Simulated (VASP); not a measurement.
# Tellurium: how numerical settings change the zone-centre modes, part 2 of 3

How far do the zone-centre frequencies of Tellurium depend on the numerical settings? The starting structure is a measured crystal structure from the Crystallography Open Database.

VASP 6.6.1.

The database entry behind the starting cell differs from later determinations by our own check (inner coordinate of an old entry), so it need not match the best structure at ambient conditions.

## Step 2: Reference modes (continued)

Level of this step: LDA; plane waves and PAW (Te) (VASP).

OUTCAR, selected parts (step 2):

```text
ion  position               nearest neighbor table
   1  0.713  0.713  0.000-   2 2.91   3 2.91   2 3.31   3 3.31   3 3.31   2 3.31
   2  0.000  0.287  0.667-   1 2.91   3 2.91   1 3.31   1 3.31   3 3.31   3 3.31
   3  0.287  0.000  0.333-   1 2.91   2 2.91   1 3.31   1 3.31   2 3.31   2 3.31

  LATTYP: Found a hexagonal cell.
 ALAT       =     4.2763237015
 C/A-ratio  =     1.3875970898

 Subroutine GETGRP returns: Found  6 space group operations
 (whereof  2 operations were pure point group operations)

The static configuration has the point symmetry C_2 .
 The point group associated with its full space group is D_3 .

 Found     50 irreducible k-points:

   k-points           NKPTS =     50   k-points in BZ     NKDIM =     50   number of bands    NBANDS=     15

   dimension x,y,z NGX =    30 NGY =   30 NGZ =   42
   dimension x,y,z NGXF=    60 NGYF=   60 NGZF=   84

   ENCUT  =  450.0 eV  33.07 Ry    5.75 a.u.   7.40  7.40 10.26*2*pi/ulx,y,z

   NELECT =      18.0000    total number of electrons

 k-points in reciprocal lattice and weights: Automatic mesh
   0.00000000  0.00000000  0.00000000       0.003
   0.12500000  0.00000000  0.00000000       0.016
   0.25000000  0.00000000  0.00000000       0.016
   0.37500000 -0.00000000  0.00000000       0.016
   0.50000000  0.00000000  0.00000000       0.008
   0.12500000  0.12500000  0.00000000       0.016
   0.25000000  0.12500000  0.00000000       0.031
   0.37500000  0.12500000  0.00000000       0.031
   0.25000000  0.25000000  0.00000000       0.016
[...]
0.25000000  0.25000000  0.50000000       0.016
   0.37500000  0.25000000  0.50000000       0.016

 average (electrostatic) potential at core
       1 -88.9455       2 -88.9455       3 -88.9455

  Total        0.0015804      0.0015804     -0.0006573      0.0000000     -0.0000000     -0.0000000
  in kB        0.0269446      0.0269446     -0.0112072      0.0000000     -0.0000000     -0.0000000
  external PRESSURE =       0.0142274 kB  Pullay stress =       0.0000000 kB

  energy-cutoff  :      450.00
  volume of cell :       93.97
      direct lattice vectors                 reciprocal lattice vectors
     4.276323701  0.000000000  0.000000000     0.233845721  0.135010890  0.000000000
    -2.138161851  3.703404960  0.000000000     0.000000000  0.270021780  0.000000000
     0.000000000  0.000000000  5.933814323     0.000000000  0.000000000  0.168525664

 POSITION                                       TOTAL-FORCE (eV/Angst)
 -----------------------------------------------------------------------------------
      1.52384      2.63937      0.00000        -0.000443     -0.000768      0.000000
     -0.61432      1.06404      3.95588        -0.000443      0.000768     -0.000000
      1.22865      0.00000      1.97794         0.000887     -0.000000      0.000000
 -----------------------------------------------------------------------------------
    total drift:                               -0.000000     -0.000000      0.000000

 MACROSCOPIC STATIC DIELECTRIC TENSOR (including local field effects in DFT)
 ------------------------------------------------------
          88.074157     0.000000     0.000000
           0.000000    88.074157    -0.000000
           0.000000     0.000000   193.757804
 ------------------------------------------------------

 PIEZOELECTRIC TENSOR (including local field effects)  for field in x, y, z        (C/m^2)
          XX          YY          ZZ          XY          YZ          ZX
  --------------------------------------------------------------------------------
  x    -0.58868     0.58868     0.00000     0.00000     0.23539     0.00000
  y     0.00000    -0.00000     0.00000     0.58868     0.00000    -0.23539
  z     0.00000     0.00000     0.00000    -0.00000     0.00000    -0.00000

 BORN EFFECTIVE CHARGES (including local field effects) (in |e|, cummulative output)
 ---------------------------------------------------------------------------------
 ion    1
    1    -1.98622     3.44024     4.34501
    2     3.44024     1.98622    -2.50859
    3     5.00654    -2.89053    -0.00000
 ion    2
    1    -1.98622    -3.44024    -4.34501
    2    -3.44024     1.98622    -2.50859
    3    -5.00654    -2.89053    -0.00000
 ion    3
    1     3.97244    -0.00000     0.00000
    2    -0.00000    -3.97244     5.01719
    3     0.00000     5.78105    -0.00000

 Eigenvectors and eigenvalues of the dynamical matrix
 ----------------------------------------------------

   1 f  =    3.794606 THz    23.842214 2PiTHz  126.574440 cm-1    15.693223 meV
             X         Y         Z           dx          dy          dz
      1.523839  2.639367  0.000000    -0.042783    0.091346   -0.658352
     -0.614323  1.064038  3.955876    -0.058078   -0.082556    0.728790
      1.228645  0.000000  1.977938     0.100174   -0.008851   -0.070437

   2 f  =    3.794606 THz    23.842214 2PiTHz  126.574440 cm-1    15.693223 meV
             X         Y         Z           dx          dy          dz
      1.523839  2.639367  0.000000     0.091387    0.042325    0.461434
     -0.614323  1.064038  3.955876    -0.082516    0.057620    0.339433
      1.228645  0.000000  1.977938    -0.008810   -0.100632   -0.800867

   3 f  =    2.890748 THz    18.163107 2PiTHz   96.424981 cm-1    11.955169 meV
             X         Y         Z           dx          dy          dz
      1.523839  2.639367  0.000000     0.288675    0.500000   -0.000000
     -0.614323  1.064038  3.955876     0.288675   -0.500000   -0.000000
      1.228645  0.000000  1.977938    -0.577350   -0.000000    0.000000

   4 f  =    2.671876 THz    16.787893 2PiTHz   89.124197 cm-1    11.049987 meV
             X         Y         Z           dx          dy          dz
      1.523839  2.639367  0.000000     0.500000   -0.288675    0.000030
     -0.614323  1.064038  3.955876    -0.500000   -0.288675    0.000030
      1.228645  0.000000  1.977938     0.000000    0.577350    0.000030

   5 f  =    2.429045 THz    15.262139 2PiTHz   81.024214 cm-1    10.045718 meV
             X         Y         Z           dx          dy          dz
      1.523839  2.639367  0.000000    -0.492418   -0.284397    0.071311
     -0.614323  1.064038  3.955876     0.492226   -0.284731    0.071227
      1.228645  0.000000  1.977938     0.000193    0.568163   -0.142539

   6 f  =    2.429045 THz    15.262139 2PiTHz   81.024214 cm-1    10.045718 meV
             X         Y         Z           dx          dy          dz
      1.523839  2.639367  0.000000     0.283753   -0.492419   -0.123418
     -0.614323  1.064038  3.955876     0.284088    0.492225    0.123466
      1.228645  0.000000  1.977938    -0.568806    0.000193   -0.000048

   7 f/i=    0.000138 THz     0.000869 2PiTHz    0.004613 cm-1     0.000572 meV
             X         Y         Z           dx          dy          dz
      1.523839  2.639367  0.000000    -0.000026    0.000015    0.577350
     -0.614323  1.064038  3.955876     0.000026    0.000015    0.577350
      1.228645  0.000000  1.977938     0.000000   -0.000030    0.577350

   8 f/i=    0.002029 THz     0.012748 2PiTHz    0.067678 cm-1     0.008391 meV
             X         Y         Z           dx          dy          dz
      1.523839  2.639367  0.000000    -0.254660   -0.517846   -0.000027
     -0.614323  1.064038  3.955876    -0.255090   -0.518058   -0.000332
      1.228645  0.000000  1.977938    -0.254692   -0.518325    0.000359

   9 f/i=    0.002029 THz     0.012748 2PiTHz    0.067678 cm-1     0.008391 meV
             X         Y         Z           dx          dy          dz
      1.523839  2.639367  0.000000    -0.518306    0.254968    0.000399
     -0.614323  1.064038  3.955876    -0.518095    0.254538   -0.000222
      1.228645  0.000000  1.977938    -0.517828    0.254936   -0.000176

 MACROSCOPIC STATIC DIELECTRIC TENSOR IONIC CONTRIBUTION
 ------------------------------------------------------
          44.518403     0.000000     0.000000
           0.000000    44.518403    -0.000000
           0.000000    -0.000000    51.798085
 ------------------------------------------------------

 ELASTIC MODULI CONTR FROM IONIC RELAXATION (kBar)
 Direction    XX          YY          ZZ          XY          YZ          ZX
 --------------------------------------------------------------------------------
 XX        -183.5669    -58.0580   -155.5084     -0.0000    -92.8461     -0.0000
 YY         -58.0580   -183.5669   -155.5084     -0.0000     92.8461      0.0000
 ZZ        -155.5084   -155.5084   -200.1686     -0.0000      0.0000      0.0000
 XY          -0.0000     -0.0000     -0.0000    -62.9834      0.0000    -91.3115
 YZ         -92.8461     92.8461      0.0000      0.0000   -150.1458     -0.0000
 ZX          -0.0000      0.0000      0.0000    -91.3115     -0.0000   -145.1744
 --------------------------------------------------------------------------------

 PIEZOELECTRIC TENSOR IONIC CONTR  for field in x, y, z        (C/m^2)
          XX          YY          ZZ          XY          YZ          ZX
  --------------------------------------------------------------------------------
  x    -0.91141     0.91141     0.00000     0.00000    -0.77003     0.00000
  y     0.00000    -0.00000    -0.00000     0.91141    -0.00000     0.75844
  z    -0.00000     0.00000    -0.00000     0.10247    -0.00000    -0.00000
```

Energies printed during the response cycles are not total energies of the cell.

Reference: the zone-centre modes are E (2) 126.6, A1 96.4, A2 89.1, E (1) 81.0 cm⁻¹.

## Step 3: Modes with a 5×5×3 mesh

Against step 2 the input has a 5×5×3 mesh.

Contents of INCAR:

```
SYSTEM = Te
PREC = Accurate
ENCUT = 450
EDIFF = 1E-08
NELM = 100
ISMEAR = 0
SIGMA = 0.03
LREAL = .FALSE.
ALGO = Normal
GGA = CA
NBANDS = 15
LORBIT = 11
LWAVE = .FALSE.
LCHARG = .FALSE.
KPAR = 2
IBRION = 8
LEPSILON = .TRUE.
ISIF = 2
```

Contents of POSCAR:

```
Te
1.0
    4.2763237015      0.0000000000      0.0000000000
   -2.1381618507      3.7034049603      0.0000000000
    0.0000000000      0.0000000000      5.9338143231
Te
3
Direct
    0.7126865078      0.7126865078      0.0000000000
    0.0000000000      0.2873134922      0.6666666667
    0.2873134922      0.0000000000      0.3333333333
```

Contents of KPOINTS:

```
Automatic mesh
0
Gamma
5 5 3
0 0 0
```

Potentials, in the order of the species: Te (LDA family, release 64).

Launch:

```
$ mpirun -np 2 vasp_std
```

Output:

```text
[... set-up lines as in an earlier step ...]
 entering main loop
       N       E                     dE             d eps       ncg     rms          rms(c)
DAV:   1     0.650530303969E+02    0.65053E+02   -0.60071E+03   360   0.859E+02
DAV:   2    -0.712904004720E+01   -0.72182E+02   -0.68636E+02   481   0.133E+02
DAV:   3    -0.113592735202E+02   -0.42302E+01   -0.41736E+01   430   0.370E+01
DAV:   4    -0.114350013005E+02   -0.75728E-01   -0.75718E-01   537   0.583E+00
[...]
DAV:  11    -0.114015634246E+02    0.28685E-06   -0.21851E-06   458   0.913E-03    0.367E-03
DAV:  12    -0.114015634244E+02    0.29104E-09   -0.30953E-07   430   0.310E-03    0.230E-03
DAV:  13    -0.114015634288E+02   -0.44403E-08   -0.32677E-08   472   0.103E-03
   1 F= -.11401563E+02 E0= -.11401563E+02  d E =-.492520E-21
 Linear response reoptimize wavefunctions to high precision
DAV:   1    -0.114015634268E+02    0.19975E-08   -0.13668E-08   458   0.694E-04
DAV:   2    -0.114015634269E+02   -0.94701E-10   -0.11846E-09   271   0.224E-04
[...]
RMM:  10    -0.461094397080E-01   -0.30654E-08   -0.29513E-08  2007   0.178E-05    0.121E-05
 first order change of Fermi-energy  -0.17274E+00
 force on displaced ion       1 direction 1 :  -2.355  -0.138  -0.286
 Born effective charge ion    1 direction 1 :  -1.834   3.073   4.632
 Linear response progress:
  Degree of freedom:   2/  2
       N       E                     dE             d eps       ncg     rms          rms(c)
RMM:   1    -0.591958818064E-01   -0.59196E-01    0.40749E-02  2783   0.108E+00
RMM:   2    -0.560156847680E-01    0.31802E-02   -0.30778E-03  1801   0.309E-01    0.249E-01
RMM:   3    -0.557583343489E-01    0.25735E-03   -0.53266E-04  1860   0.976E-02    0.170E-01
RMM:   4    -0.557198940238E-01    0.38440E-04   -0.21198E-05  1899   0.251E-02    0.859E-02
[...]
RMM:  10    -0.557136312139E-01   -0.65356E-07   -0.24081E-08  2032   0.280E-05    0.139E-05
RMM:  11    -0.557136469259E-01   -0.15712E-07   -0.15084E-09  2048   0.851E-06    0.246E-06
RMM:  12    -0.557136472497E-01   -0.32381E-09   -0.51711E-09  1881   0.360E-06    0.643E-07
 first order change of Fermi-energy   0.14300E-02
 force on displaced ion       1 direction 3 :  -0.287   0.173  -4.745
 Born effective charge ion    1 direction 3 :   4.504  -2.604  -0.230
 Born effective charges drift removed
 Linear response finished
```

Elapsed: 4.5 min, on 2 MPI ranks of Intel Xeon Platinum 8259CL at 2.50GHz (Skylake/Cascade Lake), shared host; peak memory 0.5 GiB; 8.9 min of CPU time.

Parts of OUTCAR (step 3):

```text
  Total        0.0960517      0.0960517     -0.0236609      0.0000000      0.0000000      0.0000000
  in kB        1.6376083      1.6376083     -0.4034009      0.0000000      0.0000000      0.0000000
  external PRESSURE =       0.9572719 kB  Pullay stress =       0.0000000 kB

 POSITION                                       TOTAL-FORCE (eV/Angst)
 -----------------------------------------------------------------------------------
      1.52384      2.63937      0.00000         0.001543      0.002673     -0.000000
     -0.61432      1.06404      3.95588         0.001543     -0.002673      0.000000
      1.22865      0.00000      1.97794        -0.003087      0.000000     -0.000000
 -----------------------------------------------------------------------------------
    total drift:                               -0.000000     -0.000000      0.000000

 MACROSCOPIC STATIC DIELECTRIC TENSOR (including local field effects in DFT)
 ------------------------------------------------------
          74.008763     0.000000    -0.000000
           0.000000    74.008763     0.000000
           0.000000    -0.000000   133.466679
 ------------------------------------------------------

 MACROSCOPIC STATIC DIELECTRIC TENSOR IONIC CONTRIBUTION
 ------------------------------------------------------
          38.928094     0.000000    -0.000000
           0.000000    38.928094    -0.000000
          -0.000000    -0.000000    46.338966
 ------------------------------------------------------

[... 1 part as in an earlier step ...]

[... 1 further part left out ...]
```

With a 5×5×3 mesh the modes are E (2) 124.2, A1 98.2, A2 87.2, E (1) 81.7 cm⁻¹; the largest shift is -2.4 cm⁻¹, in E (2), from the reference.

## Step 4: Modes with a cutoff of 180 eV

Against step 2 the input has ENCUT = 180.

INCAR: that of step 3 with these lines changed.

```diff
@@ -2,3 +2,3 @@
 PREC = Accurate
-ENCUT = 450
+ENCUT = 180
 EDIFF = 1E-08
```

POSCAR is that of step 3.

Contents of KPOINTS:

```
Automatic mesh
0
Gamma
8 8 6
0 0 0
```

Launch:

```
$ mpirun -np 2 vasp_std
```

Output:

```text
[... set-up lines as in an earlier step ...]
 entering main loop
       N       E                     dE             d eps       ncg     rms          rms(c)
DAV:   1     0.361946901512E+02    0.36195E+02   -0.34777E+03  1500   0.405E+02
DAV:   2    -0.935084244045E+01   -0.45546E+02   -0.43797E+02  2053   0.102E+02
DAV:   3    -0.114106080462E+02   -0.20598E+01   -0.20555E+01  1647   0.243E+01
DAV:   4    -0.114354250298E+02   -0.24817E-01   -0.24815E-01  2104   0.307E+00
[...]
DAV:  11    -0.114019611343E+02   -0.11293E-06   -0.24633E-06  2011   0.863E-03    0.434E-03
DAV:  12    -0.114019611172E+02    0.17068E-07   -0.20735E-07  1689   0.244E-03    0.318E-03
DAV:  13    -0.114019611127E+02    0.44615E-08   -0.41197E-08  1969   0.111E-03
   1 F= -.11401961E+02 E0= -.11401961E+02  d E =-.285669E-11
 Linear response reoptimize wavefunctions to high precision
DAV:   1    -0.114019610965E+02    0.16208E-07   -0.36275E-08  1745   0.109E-03
DAV:   2    -0.114019610969E+02   -0.34333E-09   -0.35608E-09  1714   0.318E-04
[...]
RMM:  10    -0.453711858370E-01   -0.57716E-08    0.24907E-09 10594   0.118E-05    0.277E-05
 first order change of Fermi-energy   0.16718E+00
 force on displaced ion       1 direction 1 :  -2.395  -0.095  -0.329
 Born effective charge ion    1 direction 1 :  -2.049   3.423   5.001
 Linear response progress:
  Degree of freedom:   2/  2
       N       E                     dE             d eps       ncg     rms          rms(c)
RMM:   1    -0.576128750897E-01   -0.57613E-01    0.49329E-02 14121   0.104E+00
RMM:   2    -0.552124333894E-01    0.24004E-02   -0.26754E-03  9328   0.272E-01    0.255E-01
RMM:   3    -0.549419175793E-01    0.27052E-03   -0.50260E-04  9656   0.837E-02    0.170E-01
RMM:   4    -0.549001141242E-01    0.41803E-04   -0.82787E-06  9875   0.202E-02    0.848E-02
[...]
RMM:  10    -0.548936158504E-01   -0.66744E-07   -0.33443E-08 10594   0.215E-05    0.108E-05
RMM:  11    -0.548936260462E-01   -0.10196E-07   -0.16741E-09 10343   0.939E-06    0.349E-06
RMM:  12    -0.548936327190E-01   -0.66728E-08    0.16339E-09  8864   0.237E-06    0.134E-06
 first order change of Fermi-energy  -0.14103E-04
 force on displaced ion       1 direction 3 :  -0.326   0.191  -4.940
 Born effective charge ion    1 direction 3 :   4.350  -2.523  -0.193
 Born effective charges drift removed
 Linear response finished
```

It took 4.5 min on 2 MPI ranks; peak memory 0.46 GiB; 9 min of CPU time.

From OUTCAR (step 4):

```text
  Total       -0.0989916     -0.0989916     -0.0754819     -0.0000000      0.0000000      0.0000000
  in kB       -1.6877316     -1.6877316     -1.2869078     -0.0000000      0.0000000      0.0000000
  external PRESSURE =      -1.5541236 kB  Pullay stress =       0.0000000 kB

 POSITION                                       TOTAL-FORCE (eV/Angst)
 -----------------------------------------------------------------------------------
      1.52384      2.63937      0.00000        -0.005081     -0.008801      0.000000
     -0.61432      1.06404      3.95588        -0.005081      0.008801      0.000000
      1.22865      0.00000      1.97794         0.010163     -0.000000     -0.000000
 -----------------------------------------------------------------------------------
    total drift:                                0.000001      0.000002     -0.000000

 MACROSCOPIC STATIC DIELECTRIC TENSOR (including local field effects in DFT)
 ------------------------------------------------------
          88.163410     0.000000    -0.000000
           0.000000    88.163410     0.000000
           0.000000     0.000000   194.002752
 ------------------------------------------------------

 MACROSCOPIC STATIC DIELECTRIC TENSOR IONIC CONTRIBUTION
 ------------------------------------------------------
          44.293689     0.000000     0.000000
           0.000000    44.293689     0.000000
           0.000000     0.000000    51.298313
 ------------------------------------------------------

[... 1 part as in an earlier step ...]

[... 1 further part left out ...]
```

With a cutoff of 180 eV the modes are E (2) 126.9, A1 97.1, A2 89.4, E (1) 81.4 cm⁻¹; the largest shift is +0.7 cm⁻¹, in A1, from the reference.

(Continued in part 3 of 3.)

[Lines on the potential files, build, host, timing and source positions are cut from VASP's logs without a mark.]

[Logs are printed without paths, hosts, clocks, repeated set-up lines and the standing remarks that a program may print on its own settings, such as how far it seeks lower states.]

[Hosts, paths, dates, database ids (printed as entryN), source tags and the programs' standing remarks are cut or masked in the printed files.]
